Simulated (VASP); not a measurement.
Consider the following.

```yaml
crystal:
  lattice:
    - [3.02079, 0.00000, 0.00000]
    - [0.00000, 3.02079, 0.00000]
    - [0.00000, 0.00000, 3.02079]
  atoms:
    - { symbol: Ti, position: [0.00000, 0.00000, 0.00000] }
    - { symbol: Co, position: [0.50000, 0.50000, 0.50000] }
```

Calculation: vdW-DF2, VASP's PBE PAW potentials (set 64) (plane waves; VASP). Run with 520 eV cut-off, 11×11×11 Γ-centred mesh, first-order Methfessel-Paxton smearing of 0.10 eV, potentials Ti_sv Co.

### Question
Predict the energy per atom (σ→0), band gap (on the k-mesh) with the smallest direct gap where there is one.

### Answer

```yaml
band gap (on the k-mesh): none (metal, semimetal or under 0.01 eV)
energy per atom (σ→0): -4.435 eV/atom
```

The absolute energy has meaning only against runs of the same code, potentials and settings.

The compound is TiCo in the CsCl type structure. It was relaxed first. The start is the result of an earlier pass. The run is not spin-polarised, so no magnetic state was tried. The electron count is odd and the run is not spin-polarised, which forces a metal.
